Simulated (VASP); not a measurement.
```xyz
2
Lattice="4.1276 -2.2644 -0.0063 4.1276 2.2644 -0.0063 2.8910 0.0000 3.7158" Properties=species:S:1:pos:R:3 pbc="T T T"
Bi     2.6269     0.0000     0.8728
Bi     8.5193     0.0000     2.8305
```

These are AM05 GGA, VASP's PBE PAW potentials (set 64) (plane waves; VASP) values and carry that method's errors. Settings: 520 eV cut-off, Gaussian smearing of 0.050 eV, potentials Bi_d.

**Question.** Give the energies of bands 13 to 18 at the high-symmetry points, in eV from the Fermi level.

**Answer.** 
```
band      Γ      T     H2      L     S0      F
----  -----  -----  -----  -----  -----  -----
13    -1.45  -0.82  -4.08  -1.19  -4.38  -4.72
14    -1.16  -0.49  -4.01  -1.03  -2.45  -3.02
15    -1.16  -0.49  -0.30  -0.21  -2.45  -2.88
16     2.70   0.67   0.78  -0.21   3.07   2.46
17     3.08   0.67   5.12   0.50   3.19   5.05
18     3.08   0.71   5.13   0.96   4.75   5.46
```

It has no gap at this level: it comes out as a metal or semimetal.

The compound is Bi in the a7 structure. It was relaxed first.
